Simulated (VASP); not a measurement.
Input:

```
CELL_PARAMETERS angstrom
      2.74927     0.00000     0.00000
     -1.37463     2.38094     0.00000
      0.00000     0.00000     4.44806
ATOMIC_POSITIONS crystal
  Re 0.66667 0.33333 0.75000
  Re 0.33333 0.66667 0.25000
```

All values below come from PBEsol GGA, VASP's PBE PAW potentials (set 64) (plane waves; VASP 6.6.1). Settings: PREC = Normal, EDIFF = 1E-5, 400 eV cut-off, 17×17×9 Γ-centred mesh, first-order Methfessel-Paxton smearing of 0.10 eV, potentials Re.

Unless said otherwise, spin-orbit coupling is left out, though it shifts the bands of the heavy elements here.

Q: What does the run give for the energy per atom (σ→0), band gap (on the k-mesh) with the smallest direct gap where there is one?

A: 
The band gap (on the k-mesh) is none (metal, semimetal or under 0.01 eV) and the energy per atom (σ→0) comes out as -1289.9 kJ/mol of atoms.

The compound is Re in the hcp structure. It was relaxed first.
